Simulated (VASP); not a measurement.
Given:

```
CELL_PARAMETERS angstrom
      0.00000     2.56623     2.56623
      2.56623     0.00000     2.56623
      2.56623     2.56623     0.00000
ATOMIC_POSITIONS crystal
  Mg 0.00000 0.00000 0.00000
  Se 0.50000 0.50000 0.50000
```

These are PBE GGA, VASP's PBE PAW potentials (set 64) (plane waves; VASP) values and carry that method's errors. Run with 500 eV cut-off, 9×9×9 Γ-centred mesh, Gaussian smearing of 0.050 eV, potentials Mg Se.

### Question
Estimate the energy per atom (σ→0), pressure.

### Answer

```json
{
 "energy per atom (σ→0)": "-3.541 eV/atom",
 "pressure": "19.84 GPa"
}
```

Only differences to runs with the same potentials and settings are physical.

The compound is MgSe in the rock salt structure. It was relaxed first under an external pressure of 20 GPa.
